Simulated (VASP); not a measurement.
Given:

```
KTaO3
1.0
    3.99000     0.00000     0.00000
    0.00000     3.99000     0.00000
    0.00000     0.00000     3.99000
K Ta O
1 1 3
Direct
  0.00000   0.00000   0.00000
  0.50000   0.50000   0.50000
  0.50000   0.00000   0.50000
  0.00000   0.50000   0.50000
  0.50000   0.50000   0.00000
```

Calculation: PBEsol GGA, VASP's PBE PAW potentials (set 64) (plane waves; VASP). Run with 620 eV cut-off, 6×6×6 Γ-centred mesh, Gaussian smearing of 0.050 eV, potentials K_sv Ta_pv O.

Energy and stress use the plane-wave basis of the starting cell.

Q: The ions, cell shape and volume at an external pressure of 5.0 GPa are relaxed. Give the cell that the relaxation ends in.

A: 
```
KTaO3
1.0
    3.95832     0.00000     0.00000
    0.00000     3.95832     0.00000
    0.00000     0.00000     3.95832
K Ta O
1 1 3
Cartesian
  0.00000   0.00000   0.00000
  1.97916   1.97916   1.97916
  1.97916   0.00000   1.97916
  0.00000   1.97916   1.97916
  1.97916   1.97916   0.00000
```
Space group Pm-3m (221), at a tolerance of 0.03 Å.

Q: How do energy and volume change from the first to the last step?

A: The energy (σ→0) changes by +4.4 meV/atom and the volume by -2.4 %, in 3 ionic steps.

The compound is KTaO3 in the cubic perovskite structure. This run relaxes it under an external pressure of 5 GPa. Symmetry was kept, so distortions that lower it aren't found.
